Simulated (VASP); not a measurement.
Data:

```
MnO2
1.0
    4.38535     0.00000     0.00000
    0.00000     4.38535     0.00000
    0.00000     0.00000     2.85505
Mn O
2 4
Direct
  0.00000   0.00000   0.00000
  0.50000   0.50000   0.50000
  0.30450   0.30450   0.00000
  0.80450   0.19550   0.50000
  0.19550   0.80450   0.50000
  0.69550   0.69550   0.00000
```
Starting moments (μB, in the order of the record's atoms Mn Mn O O O O): 2.6 -2.6 -0.1 0.1 0.1 -0.1.

Method: MS2 meta-GGA, VASP's PBE PAW potentials (set 64) (plane waves; VASP 6.6.1). Settings: 520 eV cut-off, 6×6×9 Γ-centred mesh, tetrahedra with Blöchl corrections, potentials Mn_pv O.

The cores are frozen, which limits the accuracy of field gradients.

Problem. Give the principal components of the electric field gradient (V/Å²) and the asymmetry η at each nucleus.

Solution. 
```tsv
atom	Vxx	Vyy	Vzz	η
Mn1	-6.5	-1.0	7.5	0.74
Mn2	-6.5	-1.0	7.5	0.74
O3	65.8	32.0	-97.9	0.34
O4	65.8	32.0	-97.9	0.34
O5	65.8	32.0	-97.9	0.34
O6	65.8	32.0	-97.9	0.34
```

The compound is MnO2 in the rutile structure. It was relaxed first.
